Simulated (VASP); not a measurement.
## YbSi2 (relaxed from the MoSi2 structure, space group I4/mmm): computed properties

Level of theory: r2SCAN meta-GGA, VASP's PBE PAW potentials (set 64) (plane waves; VASP 6.6.1).

```
Quantity                                                                                                   Result
----------------------------------  -----------------------------------------------------------------------------
space group                                                                                          I4/mmm (139)
cell                                a = 3.3544 Å, b = 3.3544 Å, c = 10.2169 Å, α = 90.00°, β = 90.00°, γ = 90.00°
volume per atom                                                                                     19.16 Å³/atom
band gap (over mesh and band path)                                       none (metal, semimetal or under 0.01 eV)
density                                                                                                6.62 g/cm³
```

```cif
data_Si4Yb2
_chemical_formula_sum 'Yb2 Si4'
_space_group_name_H-M_alt 'I4/mmm'
_space_group_IT_number 139
_space_group_name_Hall '-I 4 2'
_cell_length_a 3.35440
_cell_length_b 3.35440
_cell_length_c 10.21688
_cell_angle_alpha 90.000
_cell_angle_beta 90.000
_cell_angle_gamma 90.000
loop_
_atom_site_label
_atom_site_type_symbol
_atom_site_symmetry_multiplicity
_atom_site_Wyckoff_symbol
_atom_site_fract_x
_atom_site_fract_y
_atom_site_fract_z
_atom_site_occupancy
Yb1 Yb 2 a 0.00000 0.00000 0.00000 1
Si1 Si 4 e 0.00000 0.00000 0.29230 1
```
(The calculation used a cell of 3 atoms; values per cell refer to that cell.)

The 4f electrons are frozen in the core of the lanthanide potential, so 4f levels, which can set the real gap, and their magnetism are missing.

The structure was generated: YbSi2 was put into the MoSi2 type (I4/mmm), which need not be its known phase. It was relaxed first. Symmetry was kept, so distortions that lower it aren't found.
